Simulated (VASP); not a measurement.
Here is the system:

```yaml
crystal:
  lattice:
    - [3.19054, 0.00000, 0.00000]
    - [0.00000, 3.19054, 0.00000]
    - [0.00000, 0.00000, 3.19054]
  atoms:
    - { symbol: Ga, position: [0.00000, 0.00000, 0.00000] }
    - { symbol: P, position: [0.50000, 0.50000, 0.50000] }
```

The numbers are results of r2SCAN meta-GGA, VASP's PBE PAW potentials (set 64) (plane waves; VASP), not measurements. Run with 400 eV cut-off, 13×13×13 Γ-centred mesh, tetrahedra with Blöchl corrections, potentials Ga_d P.

Task: Give the energies of bands 7 to 12 at the high-symmetry points, in eV from the Fermi level.

Result: 
```tsv
band	Γ	X	M	R
7	-0.90	-9.21	-6.02	-3.08
8	-0.90	1.26	-6.02	-3.08
9	-0.90	1.26	-4.87	-3.08
10	-0.68	4.02	2.19	-1.38
11	4.76	4.40	8.30	-0.75
12	4.76	5.18	8.30	-0.75
```

It has no gap at this level: it comes out as a metal or semimetal.

The structure was generated: GaP was put into the CsCl type (Pm-3m), which need not be its known phase. It was relaxed first, which changed the volume by +25 %.
